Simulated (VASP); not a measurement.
```
ScTa
1.0
    4.83317     0.00000     0.00000
    0.00000     3.19941     0.00000
    0.00000     0.00000     4.93451
Sc Ta
2 2
Cartesian
  3.62488   1.59971   1.54204
  1.20829   1.59971   3.39248
  3.62488   0.00000   4.00929
  1.20829   0.00000   0.92522
```

These are PBE GGA, VASP's PBE PAW potentials (set 64) (plane waves; VASP) values and carry that method's errors. Numerical set-up: 300 eV cut-off, 4×5×4 Γ-centred mesh, Gaussian smearing of 0.10 eV, potentials Sc_sv Ta_pv.

Task: Give the energies of bands 15 to 25 at the high-symmetry points, in eV from the Fermi level.

Result: 
```json
[
 {"band": "15", "Γ": "-6.93", "X": "-5.01", "S": "-2.48", "Y": "-3.67", "Z": "-5.36", "U": "-4.19", "R": "-3.36", "T": "-3.14"},
 {"band": "16", "Γ": "-3.56", "X": "-5.01", "S": "-2.48", "Y": "-2.18", "Z": "-4.66", "U": "-4.19", "R": "-3.36", "T": "-2.63"},
 {"band": "17", "Γ": "-2.98", "X": "-2.80", "S": "-2.46", "Y": "-2.10", "Z": "-2.22", "U": "-2.64", "R": "-3.23", "T": "-2.48"},
 {"band": "18", "Γ": "-2.86", "X": "-2.80", "S": "-2.46", "Y": "-1.72", "Z": "-2.16", "U": "-2.64", "R": "-3.23", "T": "-2.44"},
 {"band": "19", "Γ": "-2.60", "X": "-1.27", "S": "-0.92", "Y": "-1.51", "Z": "-1.46", "U": "-1.15", "R": "-0.94", "T": "-2.33"},
 {"band": "20", "Γ": "-0.06", "X": "-1.27", "S": "-0.92", "Y": "-1.46", "Z": "-1.11", "U": "-1.15", "R": "-0.94", "T": "-1.62"},
 {"band": "21", "Γ": "0.06", "X": "0.19", "S": "-0.81", "Y": "-0.90", "Z": "-0.62", "U": "-0.02", "R": "-0.88", "T": "-1.08"},
 {"band": "22", "Γ": "0.21", "X": "0.19", "S": "-0.81", "Y": "-0.63", "Z": "0.58", "U": "-0.02", "R": "-0.88", "T": "-0.35"},
 {"band": "23", "Γ": "0.92", "X": "0.32", "S": "-0.22", "Y": "0.30", "Z": "0.69", "U": "1.03", "R": "1.26", "T": "-0.11"},
 {"band": "24", "Γ": "1.22", "X": "0.32", "S": "-0.22", "Y": "0.38", "Z": "0.95", "U": "1.03", "R": "1.26", "T": "0.09"},
 {"band": "25", "Γ": "1.32", "X": "1.83", "S": "0.31", "Y": "1.15", "Z": "1.10", "U": "1.20", "R": "1.40", "T": "0.93"}
]
```

It has no gap at this level: it comes out as a metal or semimetal.

The structure was generated: ScTa was put into an ordered model structure, which need not be its known phase. The cell was not relaxed at this level. The k-mesh is coarse (spacing up to 0.39 per Å, 2π included), so the numbers may not be converged in it.
